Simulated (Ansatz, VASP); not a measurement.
# H2C4SCl2O2 (H2C4SCl2O2 (C2/c)): VASP beside Ansatz, part 2 of 2

Wanted: the spread between two codes on one cell, functional and k mesh. Of the first pair: The structure shown is the start of the Ansatz relaxation below; VASP solves that cell, so the two are compared at the walk's first step.

VASP 6.6.1 and Ansatz 0.2.0.

So far. Step 3 (VASP: single point, PBE with D3(BJ), start cell, pair 1): The run ends at a pressure of -1.50 GPa, with forces up to 0.48 eV/Å.

## Step 4: Side by side

Known differences besides the potentials themselves: fixed occupations in Ansatz, narrow Gaussian smearing in VASP; the cutoff is 420 eV in Ansatz and 520 eV in VASP (PREC = Accurate, projectors in real space). Total energies have different zeros and are not compared.

Forces on 10 of the 176 atoms, those with the largest forces and the largest differences (eV/Å; atoms numbered as in POSCAR):

```
 atom          Ansatz x, y, z            VASP x, y, z
Cl115   -0.274, -0.080, 0.163   -0.398, -0.112, 0.233
Cl121   -0.277, -0.080, 0.165   -0.399, -0.112, 0.234
Cl132   0.275, -0.080, -0.163   0.398, -0.111, -0.233
Cl137   -0.277, -0.080, 0.164   -0.399, -0.111, 0.234
Cl141    0.275, 0.079, -0.163    0.398, 0.112, -0.233
Cl142    -0.277, 0.080, 0.164    -0.400, 0.112, 0.234
Cl144    -0.275, 0.080, 0.163    -0.399, 0.112, 0.234
 O148  -0.083, -0.066, -0.111  -0.175, -0.163, -0.269
 O171    0.080, -0.061, 0.103    0.171, -0.158, 0.262
 O174     0.081, 0.064, 0.107     0.171, 0.161, 0.265
```

The forces differ by 80 meV/Å r.m.s., which is 49.1 % of the r.m.s. force of 0.162 eV/Å (both taken over all components).

## Step 5: Ansatz: relaxation, PBE with D3(BJ)

This run makes the geometry at which the two programs are then compared.

The structure compared here is the end of the Ansatz relaxation.

This is the run of step 2 again, met here at its other cell.

## Step 6: VASP: single point, PBE with D3(BJ), relaxed atoms in a fixed cell, pair 2

The same cell, functional and mesh now go to VASP, with its own data sets.

INCAR

```
SYSTEM = H2C4SCl2O2
PREC = Accurate
ENCUT = 600
EDIFF = 1E-06
NELM = 120
ISMEAR = 0
SIGMA = 0.01
LREAL = Auto
ALGO = Normal
GGA = PE
IVDW = 12
NBANDS = 523
LORBIT = 11
LWAVE = .FALSE.
LCHARG = .FALSE.
ISIF = 2
LASPH = .TRUE.
GGA_COMPAT = .FALSE.
EFERMI = MIDGAP
```

POSCAR

```
H2C4SCl2O2
1.0
   15.5485600000      0.0007100000     -0.1144300000
    0.0004900000     10.2955300000      0.0008500000
   -0.2192000000      0.0014000000     17.0581200000
H C S Cl O
32 64 16 32 32
Direct
    0.3232600000      0.3327400000      0.0870800000
    0.1770700000      0.3326500000      0.1629200000
    0.0732200000      0.8327700000      0.0870500000
    0.4268400000      0.8328000000      0.1629500000
    0.1769200000      0.6673200000      0.4128500000
    0.3231300000      0.6673400000      0.3370400000
    0.4269800000      0.1673400000      0.4129100000
    0.0731500000      0.1672700000      0.3370800000
    0.3231100000      0.3327100000      0.5871400000
    0.1769000000      0.3327800000      0.6629400000
    0.0731300000      0.8327300000      0.5870200000
    0.4268900000      0.8327800000      0.6629400000
    0.1768900000      0.6673500000      0.9128600000
    0.3231000000      0.6674000000      0.8370500000
    0.4270000000      0.1673400000      0.9128700000
    0.0731600000      0.1673000000      0.8371300000
    0.8231200000      0.3327400000      0.0871100000
    0.6769200000      0.3327700000      0.1629300000
    0.5730300000      0.8326700000      0.0871300000
    0.9270200000      0.8327200000      0.1628700000
    0.6769800000      0.6672200000      0.4129200000
    0.8231600000      0.6672100000      0.3370700000
    0.9269600000      0.1672900000      0.4129200000
    0.5731900000      0.1673200000      0.3371100000
    0.8230400000      0.3327300000      0.5870800000
    0.6768600000      0.3327900000      0.6629200000
    0.5731000000      0.8327300000      0.5871300000
    0.9269400000      0.8326800000      0.6628600000
    0.6769000000      0.6672100000      0.9129200000
    0.8230900000      0.6672600000      0.8371000000
[... 140 atom lines left out ...]
    0.9586900000      0.2351600000      0.5614300000
    0.5413700000      0.2351500000      0.6886000000
    0.7913700000      0.2648100000      0.9385700000
    0.7087500000      0.2648200000      0.8114400000
    0.5413400000      0.7648400000      0.9385200000
    0.9586900000      0.7649100000      0.8114500000
```

KPOINTS

```
Automatic mesh
0
Gamma
1 1 1
0 0 0
```

Potentials, in the order of the species: H, C, S, Cl and O (PBE family, release 64).

The run is started by

```console
$ export OMP_NUM_THREADS=3
$ mpirun -np 1 vasp_gam
```

Numbers of over 12 decimals in the logs are rounded to 6 here.

Output:

```text
[... set-up lines as in an earlier step ...]
 entering main loop
       N       E                     dE             d eps       ncg     rms          rms(c)
DAV:   1     0.877075012621E+04    0.87708E+04   -0.45316E+05  1062   0.161E+03
DAV:   2     0.612590132723E+02   -0.87095E+04   -0.83345E+04  1564   0.343E+02
DAV:   3    -0.108240797642E+04   -0.11437E+04   -0.11299E+04  1228   0.135E+02
DAV:   4    -0.111968976689E+04   -0.37282E+02   -0.37035E+02  1260   0.255E+01
[...]
DAV:  16    -0.101043144196E+04   -0.28876E-05   -0.54926E-06  1164   0.380E-03    0.102E-02
DAV:  17    -0.101043144510E+04   -0.31458E-05   -0.31064E-06   924   0.276E-03    0.216E-03
DAV:  18    -0.101043144515E+04   -0.46275E-07   -0.51823E-07   636   0.137E-03
   1 F= -.10288617E+04 E0= -.10288617E+04  d E =0.000000E+00
```

Parts of OUTCAR (step 6):

```text
  FREE ENERGIE OF THE ION-ELECTRON SYSTEM (eV)
  ---------------------------------------------------
  free  energy   TOTEN  =     -1028.8617049754 eV

  energy  without entropy=    -1028.8617049754  energy(sigma->0) =    -1028.86170498
```

The run ends at a pressure of -0.63 GPa, with forces up to 0.21 eV/Å.

## Step 7: Differences

What differs besides the data sets and the points named for the pairs above, as far as they apply: the cutoff is 420 eV in Ansatz and 600 eV in VASP (PREC = Accurate, projectors in real space). Total energies have different zeros and are not compared.

Both answers:

```
              quantity  Ansatz   VASP  difference
        pressure (GPa)   -0.07  -0.63       +0.56
gap on the k mesh (eV)   2.220  2.226      -0.006
```

Forces on 7 of the 176 atoms, those with the largest forces and the largest differences (eV/Å; atoms numbered as in POSCAR):

```
atom          Ansatz x, y, z            VASP x, y, z
O146     0.012, 0.010, 0.024  -0.092, -0.099, -0.155
O149    0.012, -0.010, 0.024   -0.095, 0.101, -0.156
O155   -0.012, 0.010, -0.024    0.091, -0.101, 0.152
O161   -0.012, 0.010, -0.025    0.093, -0.099, 0.154
O166  -0.012, -0.010, -0.025     0.093, 0.098, 0.154
O170     0.012, 0.010, 0.024  -0.092, -0.098, -0.153
O176  -0.012, -0.010, -0.025     0.092, 0.101, 0.153
```

The forces differ by 88 meV/Å r.m.s., where the r.m.s. force is 0.015 eV/Å in Ansatz and 0.079 eV/Å in VASP: the atoms lie near their places of rest in Ansatz, so a percentage would say little (all taken over all components). A gap on the mesh is an upper bound, since the band edges may lie between its points.

## Step 8: Summary of results

| Item | Value |
| --- | --- |
| r.m.s. force difference (single point, PBE with D3(BJ), start cell, pair 1) | 80 meV/Å |
| r.m.s. force difference (single point, PBE with D3(BJ), relaxed atoms in a fixed cell, pair 2) | 88 meV/Å |
| difference in pressure (single point, PBE with D3(BJ), relaxed atoms in a fixed cell, pair 2) | 0.56 GPa |

**Reading.** The r.m.s. force difference is 88 meV/Å (single point, PBE with D3(BJ), relaxed atoms in a fixed cell, pair 2), beyond the 12 meV/Å picked in this series as the mark of a large difference. What causes the difference of the single point, PBE with D3(BJ), start cell, pair 1 pair stays open here. What causes the difference of the single point, PBE with D3(BJ), relaxed atoms in a fixed cell, pair 2 pair stays open here. Such differences can come from data sets, numerical settings and the points named under the comparisons, not from the functional's error against experiment.

[Lines on the potential files, build, host, timing and source positions are cut from VASP's logs without a mark.]

[Logs are printed without paths, hosts, clocks, repeated set-up lines and the standing remarks that a program may print on its own settings, such as how far it seeks lower states.]

[Hosts, paths, dates, database ids (printed as entryN), source tags and the programs' standing remarks are cut or masked in the printed files.]
